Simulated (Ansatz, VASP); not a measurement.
# WC (Qusongite): VASP beside Ansatz, part 2 of 2

Aim: how closely do two programs agree when they are given the same cell, functional and k mesh? The cell is taken from a series of runs on this material, whose earlier steps may have relaxed, scaled, displaced or heated it; both programs get it as it stands.

VASP 6.6.1 and Ansatz 0.2.0.

So far: The structure; VASP: zone-centre phonons, LDA.

**3. Ansatz: zone-centre phonons, LDA**

Level of this step: Ansatz beside VASP: Kohn-Sham DFT, plane waves, LDA (Ansatz).

Ansatz runs on its PAW soft_1 files.

The same cell, functional (in two slightly different forms), mesh and smearing now go to Ansatz, which takes its cutoff from its data sets.

The input, input.yaml:

```yaml
crystal:
  lattice:
    - [2.9086783274, 0.0, 0.0]
    - [-1.4543391637, 2.518989323, 0.0]
    - [0.0, 0.0, 2.7003197257]
  atoms:
    - { symbol: C, position: [0.6666666644, 0.3333333356, 0.5] }
    - { symbol: W, position: [2.3e-09, -2.3e-09, 0.0] }
kpoints:
  mp_grid: { grid: [18, 18, 16] }
hamiltonian:
  xc: lda
  pseudopotentials: { kind: paw, azcp: { folder: soft_1 }, xc_functional: pbe }
scf:
  occupations: { method: methfessel_paxton, width: 0.2 }
output:
  eigenvalues: true
phonons:
  method: dfpt
```

On the command line:

```sh
$ ansatz run input.yaml --threads 4 --pin off --max-ram 10240MiB --backend cpu --events-out ev --progress --plain --runs-dir out
```

Numbers of over 12 decimals in the logs are rounded to 6 here.

Output:

```text
zone centre: on kpoints.mp_grid the ground state, and the responses unless they are solved on pairs of k-points, stand on 819 of the mesh's 5184 k-points, reduced under 4 symmetry operations, with k and −k counted as one. Each operation leaves every solved displacement unchanged or reverses it
Engine: ansatz 0.2.0, aarch64-unknown-linux-gnu
Pseudopotentials: kind: paw
Pseudopotential: C, paw, valence charge 4, recommended cutoff 420 eV (normal), soft_1/C.paw.azcp
Pseudopotential: W, paw, valence charge 14, recommended cutoff 420 eV (normal), soft_1/W.paw.azcp
Functional definition: SPW92
  exchange = slater_x
  correlation = pw_c
Crystal: 2 atoms, lattice volume = 19.785 Å³
Basis set: ecut = 420 eV, 393 PW (Γ), exchange–correlation on 40×40×40 points (8 copies of the dense FFT grid, shifted against one another)
Bands: 13, of which v1, the nominal top of the filled ones, is band 9 counted from 1 (8 counted from 0)
Symmetry: 12 space group operations
k-points: 819 of 5184 (irreducible under 4 space group operations, time reversal used)
Non-local potential: C, projectors of the file, l = 0: 2, l = 1: 2, l = 2: 1
Non-local potential: W, projectors of the file, l = 0: 3, l = 1: 2, l = 2: 2, l = 3: 1
PAW form: soft (Blöchl's): semilocal exchange-correlation on the pseudo side does not see the compensation charge
PAW frozen core: C, regenerated for the run's functional, and the local potential with it (the file was generated under x = pbe(κ = 0.804, μ = 0.219515), c = pbe(β = 0.066725))
PAW frozen core: W, regenerated for the run's functional, and the local potential with it (the file was generated under x = pbe(κ = 0.804, μ = 0.219515), c = pbe(β = 0.066725))
PAW one-centre angular grid: C, 110 points (default); XC on 64 Gauss nodes
PAW one-centre angular grid: W, 590 points (default); XC on 64 Gauss nodes
Initial density: superposition of atomic densities (chi_scale 0.1, normalization cell, long waves kept (reshape's long-wave potential 0.00 eV rms))
Initial wavefunctions: pseudopotential atomic-orbital guess
Functional: x = slater, c = lda
SCF iter   1: F=—  HF=-10375.382633 eV  |F-HF|=—  |Δ(HF+E_count)|=         —  Δρ=1.39e-1  dr2=4.93e0  ethr=3.10e-3  ⟨swp⟩=5.0  Hψ=52386  notcnv=0
preconditioner: auto → none  [metal: Δε(μ)=0.012 eV  Ē_g=11.213 eV  σ=0.200 eV  W_gap=0.05  n_scr=8 (ndim 8)  ℏωp=26.4 eV  f_vac=0.000  D(μ)=0.29/eV (n_scr^D=0)  sad-step TF]
SCF iter   2: F=—  HF=-10374.734846 eV  |F-HF|=—  |Δ(HF+E_count)|=   6.48e-1  S|Δr|=    0.00e0  Δρ=9.65e-2  dr2=2.47e0  ethr=3.10e-3  ⟨swp⟩=2.0  Hψ=20263  notcnv=0
SCF iter   3: F=—  HF=-10374.077364 eV  |F-HF|=—  |Δ(HF+E_count)|=   6.57e-1  S|Δr|=    0.00e0  Δρ=6.43e-3  dr2=5.42e-3  ethr=3.10e-3  ⟨swp⟩=2.4  Hψ=18542  notcnv=0
SCF iter   4: F=—  HF=-10374.078137 eV  |F-HF|=—  |Δ(HF+E_count)|=   7.73e-4  S|Δr|=    0.00e0  Δρ=1.12e-3  dr2=1.21e-4  ethr=3.01e-5  ⟨swp⟩=2.0  Hψ=23381  notcnv=0
SCF iter   5: F=—  HF=-10374.078165 eV  |F-HF|=—  |Δ(HF+E_count)|=   2.84e-5  S|Δr|=    0.00e0  Δρ=1.37e-4  dr2=2.78e-6  ethr=6.74e-7  ⟨swp⟩=2.4  Hψ=14494  notcnv=0
SCF iter   6: F=—  HF=-10374.078164 eV  |F-HF|=—  |Δ(HF+E_count)|=   1.54e-6  S|Δr|=    0.00e0  Δρ=1.71e-5  dr2=2.52e-8  ethr=1.54e-8  ⟨swp⟩=2.5  Hψ=16108  notcnv=0
SCF iter   7: F=—  HF=-10374.078165 eV  |F-HF|=—  |Δ(HF+E_count)|=   8.06e-7  S|Δr|=    0.00e0  Δρ=2.88e-6  dr2=9.68e-10  ethr=1.40e-10  ⟨swp⟩=2.6  Hψ=17530  notcnv=0
SCF iter   8: F=—  HF=-10374.078165 eV  |F-HF|=—  |Δ(HF+E_count)|=  3.46e-10  S|Δr|=    0.00e0  Δρ=5.57e-7  dr2=2.05e-11  ethr=5.38e-12  ⟨swp⟩=2.3  Hψ=15630  notcnv=0
SCF iter   9: F=-10374.078165 eV  HF=-10374.078165 eV  |F-HF|=1.82e-12  |Δ(HF+E_count)|=  5.46e-12  S|Δr|=    0.00e0  Δρ=4.91e-8  dr2=1.66e-13  ethr=1.00e-12  ⟨swp⟩=5.0  Hψ=40300  notcnv=0
the search or the solves at the SCF's close seem to have found levels that the self-consistency loop had missed (the run counts 3). By its estimate they hold under 1e-12 electrons; where the run keeps them, the occupations were computed again with them
SCF 1 converged in 9 iterations: F = -10374.078165 eV  dr2 = 1.66e-13
  greatest PAW one-centre occupation: 0.999 electrons in one spin orbital (limit 2), on the W atom at site 1 (counted from 0), in its partial waves of l = 0
DFPT response loops at Γ: preconditioner auto → Kerker (q_TF=auto, 2.686 Å⁻¹) (partly filled bands, converged f_vac=0.000); β = 1.00, the filter's whole step (`scf.mixing.beta` (0.50) is not read by the response loops under this deck's `scf.mixing.preconditioner`; to damp them name `kerker` or `kerker_dos`, under which they read `scf.mixing.beta`, and type it under 1.00, their step now; both keys bind the ground state too); Broyden in place of MSR1
SCF converged after 9 iterations
Stability not checked: this state was not tested for a lower state beside it, because cold or Methfessel-Paxton smearing, or corrected tetrahedra, fill the levels in a way that the test cannot read (fill_not_monotonic; see scf.lower_state_search)
Free energy (F): -10374.078165 eV
Harris-Foulkes:  -10374.078165 eV  (|F-HF|=1.82e-12)
Internal energy: -10374.078143 eV  (E = F + TS)
E sigma→0 (E₀):  -10374.078159 eV
Entropy (-TS):   -0.000021 eV (-0.011 meV/atom)
Fermi energy:    21.302247 eV
--- Per-component energies (eV) ---
  E_band       = -47.043399
  E_kinetic    = 515.106580
  E_local      = -579.222867  (includes V_loc(G=0)·N_el)
  E_nonlocal   = 4.252666
  E_hartree    = 240.897398
  E_xc         = -315.404994
  E_vxc        = -292.892488  (∫ρ·V_xc dr)
  E_paw        = -8417.130919  (= ΣΔE_a)
  E_vpaw       = -176.082245  (= ΣTr[D̂ρ^β])
  E_aug_tail   = 0.000153  (compensation charges beyond the density's cutoff)
  E_ewald      = -1822.922242
  E_core_change = 0.346082  (= ΣΔE_core)
  E_smearing   = -0.000021  (= −TS)
  E_closure    = 0.000000  (closes the sum)
  Σ components = -10374.078165   (vs F -10374.078165, Δ=0.00e0)
--- Band table (eV; the first three rows and the last of 819) ---
  k-point 0: bands = [... 5 lower, 16.6848, 17.3416, 17.3416, 21.8953, 24.8191, 24.8191, 27.3424, 27.3424]
  k-point 1: bands = [... 5 lower, 16.6952, 17.3917, 17.3917, 21.8327, 24.3694, 24.3694, 27.6289, 27.6289]
  k-point 2: bands = [... 5 lower, 16.6547, 17.5377, 17.5377, 21.7668, 23.4658, 23.4658, 27.8423, 27.9982]
  k-point 818: bands = [... 5 lower, 14.3768, 15.2196, 19.3847, 20.1066, 26.6378, 27.1803, 27.4457, 31.3849]
--- Phonons (Γ-DFPT): 4 representative perturbations + reference, on 819 of 5184 k-points (Σ response iterations 12) ---
  k mesh reduced under 4 symmetry operations, with k and −k counted as one. Each operation leaves every solved displacement unchanged or reverses it
  ASR residual: 2.533e-5 → 0.000e0 eV/Å²; symmetrization residual: 9.239e-7 eV/Å²
  ASR residual per site (eV/Å²): 5.91e-6 2.53e-5
  Γ frequencies (cm⁻¹): 0.00 0.00 0.00 662.43 670.68 670.68
  non-analytic LO–TO correction: not included (Born effective charges unavailable; polar crystals: no LO–TO splitting at Γ)
```

In the SCF lines HF is the Harris–Foulkes energy and dr2 the Hartree energy of the density residual, in eV; the loop may stop once dr2 is under the threshold and the program's other checks hold. Hψ counts applications of the Hamiltonian.

**4. Differences**

Known differences besides the potentials themselves: the data sets hold 18 valence electrons in Ansatz (on its PAW soft_1 files) and 10 in VASP; the cutoff is 420 eV in Ansatz and 600 eV in VASP; VASP's log shows a relativistic correction to its local exchange, Ansatz's none. Total energies have different zeros and are not compared.

Compared:

```
                  quantity  Ansatz   VASP  difference
     optical mode 1 (cm⁻¹)   662.4  669.7     -1.08 %
optical mode 2 to 3 (cm⁻¹)   670.7  680.1     -1.39 %
```

Modes are paired by rising frequency, not by their patterns, so a pair may set unlike modes beside each other; they are those without the splitting of longitudinal modes.

**5. Results**

```
r.m.s. difference of the optical zone-centre modes, each program's sorted by frequency (zone-centre phonons, LDA) : 8.8 cm⁻¹
difference in optical mode 2 to 3 (zone-centre phonons, LDA)                                                      : -1.4 %
```

What this shows: The r.m.s. difference of the optical zone-centre modes, each program's sorted by frequency is 8.8 cm⁻¹ (zone-centre phonons, LDA). The data sets hold unlike numbers of valence electrons (18 in Ansatz and 10 in VASP), so part of the differences comes from the potentials. Among the rows given in per cent, the largest difference of the zone-centre phonons, LDA pair is in optical mode 2 to 3, -1.4 %. How closely two codes agree says nothing of how well the functional describes the real material.

[Lines on the potential files, build, host, timing and source positions are cut from VASP's logs without a mark.]

[Logs are printed without paths, hosts, clocks, repeated set-up lines and the standing remarks that a program may print on its own settings, such as how far it seeks lower states.]

[Hosts, paths, dates, database ids (printed as entryN), source tags and the programs' standing remarks are cut or masked in the printed files.]
